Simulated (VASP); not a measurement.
# Ho (hcp): computed properties

Level of theory: PBEsol GGA, VASP's PBE PAW potentials (set 64) (plane waves; VASP).

```yaml
space_group: P6_3/mmc (194)
cell: a = b = 3.5478 Å, c = 5.4473 Å, α = β = 90.00°, γ = 120.00°
volume_per_atom: 29.69 Å³/atom
band gap (over mesh and band path): none (metal, semimetal or under 0.01 eV)
hill_bulk_modulus: 46.9 GPa
hill_shear_modulus: 31.7 GPa
Poisson's ratio: 0.225
density: 9.22 g/cm³
optical Γ-point spectrum: 71 (×2), 125 cm⁻¹
C11: 86.5 GPa
C12: 25.1 GPa
C13: 26.6 GPa
C33: 93.0 GPa
C44: 32.6 GPa
C66: 30.7 GPa
```

```cif
data_Ho2
_chemical_formula_sum 'Ho2'
_space_group_name_H-M_alt 'P 1'
_space_group_IT_number 1
_cell_length_a 3.54783
_cell_length_b 3.54783
_cell_length_c 5.44733
_cell_angle_alpha 90.000
_cell_angle_beta 90.000
_cell_angle_gamma 120.000
loop_
_space_group_symop_operation_xyz
  'x, y, z'
loop_
_atom_site_label
_atom_site_type_symbol
_atom_site_fract_x
_atom_site_fract_y
_atom_site_fract_z
_atom_site_occupancy
Ho1 Ho 0.33333 0.66667 0.25000 1
Ho2 Ho 0.66667 0.33333 0.75000 1
```

Measured: a 3.578 Å at 293 K (computed value off by -0.8 %), c 5.618 Å at 293 K (computed value off by -3.0 %), as given by Wikipedia, Holmium (infobox). The calculation is for a static lattice, while the measured a, c hold thermal and zero-point effects, which are part of the difference. The 4f electrons are frozen in the core of the lanthanide potential, so 4f levels, which can set the real gap, and their magnetism are missing. Finite-difference elastic constants of metals are sensitive to mesh and smearing; shear constants can be off by tens of GPa.

The compound is Ho in the hcp structure. It was relaxed first. Symmetry was kept, so distortions that lower it aren't found.
